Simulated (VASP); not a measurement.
Energy against volume of ZrC (rock salt). All values below come from SCAN meta-GGA, VASP's PBE PAW potentials (set 64) (plane waves; VASP). Settings: 520 eV cut-off, 13×13×13 Γ-centred mesh, first-order Methfessel-Paxton smearing of 0.10 eV, potentials Zr_sv C.

| V (Å³/atom) | E (eV/atom) |
|---|---|
| 12.249 | -21.35672 |
| 12.640 | -21.38532 |
| 13.031 | -21.39431 |
| 13.422 | -21.38623 |

### Question
Fit these four points and predict the energy of the run at 13.813 Å³/atom.

### Answer
A cubic in V^(−2/3), the third-order Birch-Murnaghan form, passes through the four points with V0 = 13.03 Å³/atom and B0 = 233 GPa, and gives -21.3633 eV/atom there. The run gave -21.3635 eV/atom, -0.2 meV/atom from the fit; all five points give B0 = 232 GPa.

The compound is ZrC in the rock salt structure. It was relaxed first.
